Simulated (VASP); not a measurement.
A convergence study with VASP on WSe2 (2H layered): a few settings are varied, all else stays as given below, so the limit is that of these other settings.

```
WSe2
1.0
    1.64000    -2.84056     0.00000
    1.64000     2.84056     0.00000
    0.00000     0.00000    12.96000
W Se
2 4
Direct
  0.33333   0.66667   0.25000
  0.66667   0.33333   0.75000
  0.33333   0.66667   0.87900
  0.66667   0.33333   0.37900
  0.66667   0.33333   0.12100
  0.33333   0.66667   0.62100
```

All values below come from PBEsol GGA, VASP's PBE PAW potentials (set 64) (plane waves; VASP). The last row used: 550 eV cut-off, 15×15×3 Γ-centred mesh, second-order Methfessel-Paxton smearing of 0.40 eV, potentials W_sv Se.

Unless said otherwise, spin-orbit coupling is left out, though it shifts the bands of the heavy elements here.

```csv
setting,E (eV/atom),pressure (GPa),largest force (eV/Å),irreducible k-points
"ISMEAR = -1, SIGMA = 0.01, 4×4×1 mesh",-7.7668,-0.03,0.080,4
"ISMEAR = -1, SIGMA = 0.1, 4×4×1 mesh",-7.7668,-0.03,0.080,4
"ISMEAR = 0, SIGMA = 0.01, 4×4×1 mesh",-7.7668,-0.03,0.080,4
"ISMEAR = 0, SIGMA = 0.2, 4×4×1 mesh",-7.7668,-0.03,0.080,4
"ISMEAR = 1, SIGMA = 0.05, 4×4×1 mesh",-7.7668,-0.03,0.080,4
"ISMEAR = 1, SIGMA = 0.2, 4×4×1 mesh",-7.7668,-0.03,0.080,4
"ISMEAR = 2, SIGMA = 0.05, 4×4×1 mesh",-7.7668,-0.03,0.080,4
"ISMEAR = 2, SIGMA = 0.2, 4×4×1 mesh",-7.7668,-0.03,0.080,4
"ISMEAR = -1, SIGMA = 0.01, 9×9×2 mesh",-7.7576,0.11,0.017,24
"ISMEAR = -1, SIGMA = 0.2, 9×9×2 mesh",-7.7558,0.14,0.024,24
"ISMEAR = 0, SIGMA = 0.01, 9×9×2 mesh",-7.7576,0.11,0.017,24
"ISMEAR = 0, SIGMA = 0.4, 9×9×2 mesh",-7.7574,0.11,0.018,24
"ISMEAR = 1, SIGMA = 0.05, 9×9×2 mesh",-7.7576,0.11,0.017,24
"ISMEAR = 1, SIGMA = 0.4, 9×9×2 mesh",-7.7578,0.07,0.003,24
"ISMEAR = 2, SIGMA = 0.05, 9×9×2 mesh",-7.7576,0.11,0.017,24
"ISMEAR = 2, SIGMA = 0.4, 9×9×2 mesh",-7.7576,0.10,0.015,24
"ISMEAR = -1, SIGMA = 0.05, 15×15×3 mesh",-7.7577,0.10,0.017,54
"ISMEAR = -1, SIGMA = 0.2, 15×15×3 mesh",___,___,0.024,54
"ISMEAR = 0, SIGMA = 0.1, 15×15×3 mesh",-7.7577,0.10,0.017,54
"ISMEAR = 0, SIGMA = 0.4, 15×15×3 mesh",-7.7575,0.10,0.018,54
"ISMEAR = 1, SIGMA = 0.1, 15×15×3 mesh",-7.7577,0.10,0.017,54
"ISMEAR = 1, SIGMA = 0.4, 15×15×3 mesh",-7.7580,0.05,0.002,54
"ISMEAR = 2, SIGMA = 0.1, 15×15×3 mesh",-7.7577,0.10,0.017,54
"ISMEAR = 2, SIGMA = 0.4, 15×15×3 mesh",-7.7577,___,___,54
```

Problem. What belongs in the gaps?

Solution. 
- ISMEAR = 2, SIGMA = 0.4, 15×15×3 mesh, pressure (GPa): 0.09
- ISMEAR = 2, SIGMA = 0.4, 15×15×3 mesh, largest force (eV/Å): 0.013
- ISMEAR = -1, SIGMA = 0.2, 15×15×3 mesh, E (eV/atom): -7.7559
- ISMEAR = -1, SIGMA = 0.2, 15×15×3 mesh, pressure (GPa): 0.13

Left out are rungs that failed or repeat a setting and relaxations that didn't move; long series are thinned to 24 rows.

The compound is WSe2 in the 2H layered structure. The cell was not relaxed at this level, forces remain on its atoms.
